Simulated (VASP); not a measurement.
HfB2 (AlB2 type) relaxed at rising pressure, in one space group throughout; other phases were not tried. The pressures are those reached. Computed with PBE GGA, VASP's PBE PAW potentials (set 64) (plane waves; VASP 6.6.1).

```csv
P (GPa),V (Å³/atom),k-mesh
0.04,9.940,11×11×9
5.08,9.752,11×11×9
10.08,9.580,11×11×9
20.04,9.276,11×11×9
30.02,9.013,12×12×9
```

A change of mesh leaves a small step in the series.

Task: Fit an equation of state and predict the volume at 45.02 GPa.

Result: Least squares on the third-order Birch-Murnaghan form, P = (3B0/2)(y⁷ − y⁵)[1 + (3/4)(B′ − 4)(y² − 1)] with y = (V0/V)^(1/3), gives V0 = 9.942 Å³/atom, B0 = 253 GPa and B′ = 3.9, and so 8.673 Å³/atom. The run gave 8.674 Å³/atom, +0.0 % from the fit.

Pressures at which the relaxation failed are left out.

The compound is HfB2 in the AlB2 type structure.
